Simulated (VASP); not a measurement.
Input:

```xyz
4
Lattice="3.4415 0.0000 0.0000 -1.7208 2.9805 0.0000 0.0000 0.0000 5.4301" Properties=species:S:1:pos:R:3 pbc="T T T"
Ru     0.0000     0.0000     0.0000
Ru     0.0000     0.0000     2.7150
S      0.0000     1.9870     1.3575
S      1.7208     0.9935     4.0726
```

Computed with PBEsol GGA, VASP's PBE PAW potentials (set 64) (plane waves; VASP 6.6.1). Numerical set-up: 400 eV cut-off, Gaussian smearing of 0.050 eV, potentials Ru_pv S.

**Question.** Give the energies of bands 10 to 23 at the high-symmetry points, in eV from the Fermi level.

**Answer.** 
```csv
band,Γ,M,K,A,L,H
10,-6.67,-6.73,-7.38,-6.12,-7.83,-7.33
11,-6.67,-6.62,-7.38,-5.56,-5.73,-6.29
12,-4.85,-5.82,-5.87,-5.56,-5.73,-6.29
13,-3.19,-5.14,-5.87,-5.56,-5.47,-5.95
14,-3.19,-4.78,-4.47,-5.56,-5.47,-5.95
15,-2.76,-4.13,-2.84,-2.23,-2.88,-2.13
16,-2.76,-1.66,-1.51,-2.23,-2.88,-2.13
17,-2.44,-1.37,-1.51,-2.23,-0.86,-1.66
18,-2.44,-1.15,-1.11,-2.23,-0.86,-1.66
19,-2.08,-1.08,-1.11,-1.57,-0.61,-0.17
20,-0.49,-0.33,-0.29,-1.57,-0.61,-0.17
21,-0.49,0.21,1.08,1.67,0.97,-0.02
22,2.10,1.15,1.08,1.67,0.97,-0.02
23,3.17,3.58,1.66,1.67,2.63,3.55
```

It has no gap at this level: it comes out as a metal or semimetal.

The structure was generated: RuS was put into the NiAs type type (P6_3/mmc), which need not be its known phase. It was relaxed first, which changed the volume by -28 %.
